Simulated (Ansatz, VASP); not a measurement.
## GaF in VASP and in Ansatz

File INCAR:

```
SYSTEM = GaF
PREC = Accurate
ENCUT = 520
EDIFF = 1E-6
ISMEAR = -1
SIGMA = 0.05
LREAL = .FALSE.
LASPH = .TRUE.
NELM = 100
ALGO = Normal
ISIF = 2
LWAVE = .FALSE.
LCHARG = .FALSE.
LNONCOLLINEAR = .TRUE.
MAGMOM = 0 0 0 0 0 0
LORBIT = 11
LSORBIT = .TRUE.
GGA_COMPAT = .FALSE.
METAGGA = R2SCAN
LMIXTAU = .TRUE.
```

The input KPOINTS:

```
Automatic mesh
0
G
  7 7 7
  0 0 0
```

POSCAR

```
GaF
1.0
    0.0000000000      2.5769602800      2.5769602800
    2.5769602800      0.0000000000      2.5769602800
    2.5769602800      2.5769602800      0.0000000000
Ga F
1 1
Direct
    0.2500000000      0.2500000000      0.2500000000
    0.0000000000      0.0000000000      0.0000000000
```

The input KPOINTS_OPT:

```
path GXWKGLUWLK,UX
10
line-mode
reciprocal
 0.0000000000  0.0000000000  0.0000000000  G
 0.5000000000  0.0000000000  0.5000000000  X

 0.5000000000  0.0000000000  0.5000000000  X
 0.5000000000  0.2500000000  0.7500000000  W

 0.5000000000  0.2500000000  0.7500000000  W
 0.3750000000  0.3750000000  0.7500000000  K

 0.3750000000  0.3750000000  0.7500000000  K
 0.0000000000  0.0000000000  0.0000000000  G

 0.0000000000  0.0000000000  0.0000000000  G
 0.5000000000  0.5000000000  0.5000000000  L

 0.5000000000  0.5000000000  0.5000000000  L
 0.6250000000  0.2500000000  0.6250000000  U

 0.6250000000  0.2500000000  0.6250000000  U
 0.5000000000  0.2500000000  0.7500000000  W

 0.5000000000  0.2500000000  0.7500000000  W
 0.5000000000  0.5000000000  0.5000000000  L

 0.5000000000  0.5000000000  0.5000000000  L
 0.3750000000  0.3750000000  0.7500000000  K

 0.6250000000  0.2500000000  0.6250000000  U
 0.5000000000  0.0000000000  0.5000000000  X
```

input.yaml

```yaml
crystal:
  lattice:
    - [0.0, 2.57696028, 2.57696028]
    - [2.57696028, 0.0, 2.57696028]
    - [2.57696028, 2.57696028, 0.0]
  atoms:
    - { symbol: Ga, position: [0.25, 0.25, 0.25] }
    - { symbol: F, position: [0.0, 0.0, 0.0] }
hamiltonian:
  xc: r2scan
  pseudopotentials: { kind: paw_fr }
magnetization:
  noncollinear: true
  spin_orbit: true
kpoints:
  mp_grid: { grid: [7, 7, 7] }
  band_path:
    path:
      - [[0.0, 0.0, 0.0], [0.5, 0.0, 0.5], [0.5, 0.25, 0.75], [0.375, 0.375, 0.75], [0.0, 0.0, 0.0], [0.5, 0.5, 0.5], [0.625, 0.25, 0.625], [0.5, 0.25, 0.75], [0.5, 0.5, 0.5], [0.375, 0.375, 0.75]]
      - [[0.625, 0.25, 0.625], [0.5, 0.0, 0.5]]
    npoints: 14
scf:
  occupations: { method: fermi_dirac, width: 0.05 }
  n_extra_bands: 6
output:
  forces: true
  stress: true
  eigenvalues: true
  fatbands: true
```

The cell was built by a generator and needn't be a form met in nature.

Alike in both runs: task band structure; functional r2SCAN; k mesh 7 × 7 × 7; occupations fermi-dirac, width 0.05 eV; spin-orbit coupling, no magnetisation.

|  | VASP | Ansatz |
| --- | --- | --- |
| version | VASP 6.6.1 | Ansatz 0.2.0 |
| potentials or method | VASP PAW PBE potentials, release 64 (Ga_d, F) | Ansatz PAW |
| plane-wave cutoff (eV) | 520 | 500 |
| valence electrons in the cell | 20 | 20 |

VASP gave:

| Quantity | Value |
| --- | --- |
| gap on the k mesh at the Fermi level (eV) | 1.29 |
| least direct gap on the mesh (eV) | 1.29 |
| gap along the band path (eV) | 0.92 |
| pressure (GPa) | 12.4 |

What did Ansatz give for the same quantities?

gap on the k mesh at the Fermi level (eV): 1.28; least direct gap on the mesh (eV): 1.28; gap along the band path (eV): 0.92; pressure (GPa): 12.3.

Caveats: the PAW data sets were made with another functional, which shifts forces and pressure a little (VASP); the PAW data sets come from PBE, with cores solved anew for the run's functional, which leaves a small shift of forces and pressure (Ansatz).
